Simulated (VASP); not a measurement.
Consider the following.

```
Au
1.0
    2.90000     0.00000     0.00000
   -1.45000     2.51147     0.00000
    0.00000     0.00000     4.88000
Au
2
Direct
  0.33333   0.66667   0.75000
  0.66667   0.33333   0.25000
```

Computed with r2SCAN meta-GGA, VASP's PBE PAW potentials (set 64) (plane waves; VASP). Numerical set-up: 400 eV cut-off, 13×13×7 Γ-centred mesh, first-order Methfessel-Paxton smearing of 0.10 eV, potentials Au.

Task: The ions, cell shape and volume are relaxed. Which structure does the run end with?

Result: 
```
Au
1.0
    2.89887     0.00000     0.00000
   -1.44943     2.51049     0.00000
    0.00000     0.00000     4.83053
Au
2
Direct
  0.33333   0.66667   0.75000
  0.66667   0.33333   0.25000
```
Space group P6_3/mmc (194), at a tolerance of 0.03 Å.

Task: How do energy and volume change from the first to the last step?

Result: The energy (σ→0) changes by -1.1 meV/atom and the volume by -1.1 %, in 5 ionic steps.

The structure comes from a measured Au entry (P6_3/mmc) of the Crystallography Open Database, whose conditions weren't checked. This run relaxes it. Symmetry was kept, so distortions that lower it aren't found.
